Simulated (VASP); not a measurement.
Level of theory: PBEsol GGA, VASP's PBE PAW potentials (set 64) (plane waves; VASP).

Input for VASP

KPOINTS:
```
Automatic mesh
0
Gamma
10 10 10
0 0 0
```

**INCAR**
```
SIGMA  =  0.1
ENCUT  =  480
SYSTEM  =  GdBi
ISIF  =  2
NELM  =  100
LASPH  =  .TRUE.   # aspherical one-centre terms
ISMEAR  =  1
LCHARG  =  .FALSE.
PREC  =  Accurate
LWAVE  =  .FALSE.
ALGO  =  Normal
LREAL  =  .FALSE.   # projection in real space or not
GGA  =  PS
EDIFF  =  1E-7   # SCF stop (eV)
LMAXMIX  =  6   # l cut-off of mixed one-centre charges
```

**POSCAR**
```
GdBi
1
    2.2166780743     1.2797993512     3.6190084039
   -2.2166780743     1.2797993512     3.6190084039
   -0.0000000000    -2.5595995405     3.6190083694
Gd Bi
1 1
Direct
  0.7564939165   0.7564939165   0.7369596086
  0.2500175194   0.2500175194   0.2500175194
```

POTCAR, in this order: Gd_3 Bi_d (PBE.64 set). Program: vasp_std.

The resulting files:

### OSZICAR
```
       N       E                     dE             d eps       ncg     rms          rms(c)
DAV:   1     0.160230346572E+03    0.16023E+03   -0.12444E+04  9024   0.151E+03
DAV:   2    -0.161049942790E+01   -0.16184E+03   -0.16042E+03  9736   0.369E+02
DAV:   3    -0.111569992278E+02   -0.95465E+01   -0.95074E+01 12080   0.943E+01
DAV:   4    -0.113242945070E+02   -0.16730E+00   -0.16723E+00 11032   0.159E+01
DAV:   5    -0.113291684097E+02   -0.48739E-02   -0.48733E-02 12384   0.235E+00    0.210E+01
DAV:   6    -0.112498463260E+02    0.79322E-01   -0.16698E-01 14136   0.567E+00    0.127E+01
DAV:   7    -0.112473976931E+02    0.24486E-02   -0.18048E-01 13144   0.407E+00    0.730E-01
DAV:   8    -0.112438739428E+02    0.35238E-02   -0.25965E-02 12408   0.239E+00    0.100E-01
DAV:   9    -0.112439192365E+02   -0.45294E-04   -0.27824E-03 12560   0.702E-01    0.828E-02
DAV:  10    -0.112439279853E+02   -0.87488E-05   -0.10575E-04 14176   0.127E-01    0.296E-02
DAV:  11    -0.112439325455E+02   -0.45603E-05   -0.17432E-05 14656   0.967E-02    0.197E-02
DAV:  12    -0.112439319902E+02    0.55526E-06   -0.23441E-06 13184   0.263E-02    0.189E-03
DAV:  13    -0.112439320421E+02   -0.51864E-07   -0.48915E-07 12088   0.705E-03
   1 F= -.11243932E+02 E0= -.11243709E+02  d E =-.669970E-03
```

File OUTCAR:
```
------------------------ aborting loop because EDIFF is reached ----------------------------------------
  FORCE on cell =-STRESS in cart. coord.  units (eV):
  Direction    XX          YY          ZZ          XY          YZ          ZX
  --------------------------------------------------------------------------------------
  Total        0.0025654      0.0001609      0.0218195      0.0000000      0.0236755      0.0000000
  in kB        0.0667248      0.0041849      0.5675060      0.0000000      0.6157773      0.0000000
  external PRESSURE =       0.2128052 kB  Pullay stress =       0.0000000 kB
  volume of cell :       61.60
      direct lattice vectors                 reciprocal lattice vectors
     2.216678074  1.279799351  3.619008404     0.225562749  0.130228718  0.092106272
    -2.216678074  1.279799351  3.619008404    -0.225562749  0.130228718  0.092106272
     0.000000000 -2.559599540  3.619008369     0.000000000 -0.260457439  0.092106241
 POSITION                                       TOTAL-FORCE (eV/Angst)
 -----------------------------------------------------------------------------------
      0.00000      0.05000      8.14258         0.000000     -0.251735      0.001413
      0.00000     -0.00000      2.71445         0.000000      0.251735     -0.001413
 -----------------------------------------------------------------------------------
    total drift:                                0.000000     -0.000002     -0.000036
  FREE ENERGIE OF THE ION-ELECTRON SYSTEM (eV)
  ---------------------------------------------------
  free  energy   TOTEN  =       -11.2439320421 eV

  energy  without entropy=      -11.2432620721  energy(sigma->0) =      -11.24370872
```
(Selected blocks of OUTCAR.)

The 4f electrons are frozen in the core of the lanthanide potential, so 4f levels, which can set the real gap, and their magnetism are missing.

The structure was generated: GdBi was put into the alpha-GeTe type (R3m), which need not be its known phase. This cell was strained or had an atom moved on purpose.
